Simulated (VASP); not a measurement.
Method: SCAN meta-GGA, VASP's PBE PAW potentials (set 64) (plane waves; VASP).

VASP ran on this input.

**INCAR**
```
ALGO  =  Normal
EDIFF  =  1E-7
ENCUT  =  520
ISIF  =  2
ISMEAR  =  -5
LASPH  =  T
LCHARG  =  F
LMIXTAU  =  T
LORBIT  =  11
LREAL  =  F
LWAVE  =  F
METAGGA  =  SCAN
NEDOS  =  601
NELM  =  100
PREC  =  Accurate
SYSTEM  =  Li2O
```

### KPOINTS
```
Automatic mesh
0
Gamma
11 11 11
0 0 0
```

File KPOINTS_OPT:
```
k-points along high-symmetry lines
10
Line-mode
Reciprocal
  0.000000   0.000000   0.000000 ! GAMMA
  0.500000   0.000000   0.500000 ! X

  0.500000   0.000000   0.500000 ! X
  0.625000   0.250000   0.625000 ! U

  0.375000   0.375000   0.750000 ! K
  0.000000   0.000000   0.000000 ! GAMMA

  0.000000   0.000000   0.000000 ! GAMMA
  0.500000   0.500000   0.500000 ! L

  0.500000   0.500000   0.500000 ! L
  0.500000   0.250000   0.750000 ! W

  0.500000   0.250000   0.750000 ! W
  0.500000   0.000000   0.500000 ! X
```

### POSCAR
```
Li2O
1.0
  0.0000000000   2.2828509307   2.2828509307
  2.2828509307   0.0000000000   2.2828509307
  2.2828509307   2.2828509307   0.0000000000
Li O
2 1
Cartesian
  1.1414254654   1.1414254654   1.1414254654
  3.4242763960   3.4242763960   3.4242763960
  0.0000000000   0.0000000000   0.0000000000
```

POTCAR, in this order: Li_sv O (PBE.64 set). Program: vasp_std.

Question: Predict the energy per atom (σ→0), band gap (over mesh and band path).

Answer: 
```
Property                                    Result
----------------------------------  --------------
energy per atom (σ→0)               -5.720 eV/atom
band gap (over mesh and band path)         5.69 eV
```

**OSZICAR**
```
...
DAV:  22    -0.171606576999E+02    0.22127E-07   -0.24688E-06  1502   0.158E-02    0.236E-03
DAV:  23    -0.171606655528E+02   -0.78530E-05   -0.20121E-07  1344   0.518E-03    0.222E-03
DAV:  24    -0.171606751674E+02   -0.96145E-05   -0.40116E-07  1552   0.481E-03    0.412E-04
DAV:  25    -0.171606757606E+02   -0.59322E-06   -0.87727E-08  1164   0.376E-03    0.361E-04
DAV:  26    -0.171606757137E+02    0.46841E-07   -0.85856E-09   620   0.107E-03
   1 F= -.17160676E+02 E0= -.17160676E+02  d E =0.000000E+00
       N       E                     dE             ncg
       N       E                     dE             ncg
```

The compound is Li2O in the antifluorite structure. It was relaxed first.
